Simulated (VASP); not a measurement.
Here is the system:

```
CELL_PARAMETERS angstrom
     -2.55758     2.55758     2.55758
      2.55758    -2.55758     2.55758
      2.55758     2.55758    -2.55758
ATOMIC_POSITIONS crystal
  K  0.00000 0.00000 0.00000
```

Calculation: PBE GGA with D3 dispersion (zero damping), VASP's PBE PAW potentials (set 64) (plane waves; VASP 6.6.1). Numerical set-up: 520 eV cut-off, 10×10×10 Γ-centred mesh, first-order Methfessel-Paxton smearing of 0.10 eV, potentials K_sv.

Q: The job: K (bcc), 1 atom, PBE-D3 (zero damping), static run, 520 eV, 10×10×10 Γ-centred mesh. Roughly how much core time does it take on a busy server core?

A: About 20 core-seconds (one run on a shared machine, a rough figure). It had 47 irreducible k-points, 8 bands, up to 1865 plane waves and 11 electronic steps.

The compound is K in the bcc structure. This cell is one point of a volume scan, at 0.94 of the reference volume.
